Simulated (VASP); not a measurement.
OSZICAR of a VASP run on Al (relaxed from the hcp structure, space group P6_3/mmc):

### OSZICAR
```
       N       E                     dE             d eps       ncg     rms          rms(c)
DAV:   1    -0.207734266223E+01   -0.20773E+01   -0.20569E+03  1176   0.549E+02
DAV:   2    -0.813481495439E+01   -0.60575E+01   -0.57617E+01  1708   0.437E+01
DAV:   3    -0.817968663224E+01   -0.44872E-01   -0.45009E-01  1722   0.508E+00
DAV:   4    -0.817978504018E+01   -0.98408E-04   -0.98409E-04  1708   0.224E-01
DAV:   5    -0.817978522172E+01   -0.18155E-06   -0.18154E-06  1736   0.788E-03    0.193E+00
DAV:   6    -0.814396678773E+01    0.35818E-01   -0.49627E-03  1435   0.463E-01    0.109E+00
DAV:   7    -0.812023889211E+01    0.23728E-01   -0.12518E-02  1484   0.707E-01    0.198E-01
DAV:   8    -0.812009361434E+01    0.14528E-03   -0.12570E-04  1876   0.872E-02    0.247E-02
DAV:   9    -0.812009158087E+01    0.20335E-05   -0.95444E-07  1596   0.748E-03    0.176E-03
DAV:  10    -0.812009095018E+01    0.63069E-06   -0.29212E-08  1022   0.127E-03
   1 F= -.81200910E+01 E0= -.81201959E+01  d E =-.812009E+01
       N       E                     dE             d eps       ncg     rms          rms(c)
DAV:   1    -0.812354236133E+01   -0.34508E-02   -0.52528E-02  1603   0.146E+00    0.194E-01
DAV:   2    -0.812328003115E+01    0.26233E-03   -0.35446E-04  1421   0.143E-01    0.703E-02
DAV:   3    -0.812313090867E+01    0.14912E-03   -0.47319E-05  1603   0.406E-02    0.299E-02
DAV:   4    -0.812310078359E+01    0.30125E-04   -0.18595E-05  1435   0.250E-02    0.145E-02
DAV:   5    -0.812310083627E+01   -0.52681E-07   -0.20594E-07   861   0.405E-03
   2 F= -.81231008E+01 E0= -.81231085E+01  d E =-.300989E-02
       N       E                     dE             d eps       ncg     rms          rms(c)
DAV:   1    -0.812319277014E+01   -0.91987E-04   -0.99051E-04  1610   0.199E-01    0.269E-02
DAV:   2    -0.812318719085E+01    0.55793E-05   -0.66544E-06  1407   0.197E-02    0.980E-03
DAV:   3    -0.812318380621E+01    0.33846E-05   -0.86528E-07   938   0.559E-03    0.381E-03
DAV:   4    -0.812318286612E+01    0.94009E-06   -0.35825E-07   714   0.369E-03
   3 F= -.81231829E+01 E0= -.81232055E+01  d E =-.309192E-02
```

**Question.** Which electronic solver shows in the log?

**Answer.** It is blocked Davidson (ALGO = Normal, or the opening steps of other solvers). The INCAR had ALGO = Normal.

**Question.** Can the final energy be trusted as converged?

**Answer.** The run converged. It stopped with EDIFF = 1E-6, NELM = 100, NSW = 60 and EDIFFG = -0.01 after 3 ionic steps (PBEsol GGA, plane waves, VASP's PBE PAW potentials (set 64)).

The structure was generated: Al was put into the hcp type (P6_3/mmc), which need not be its known phase. This run relaxes it. Symmetry was kept, so distortions that lower it aren't found.
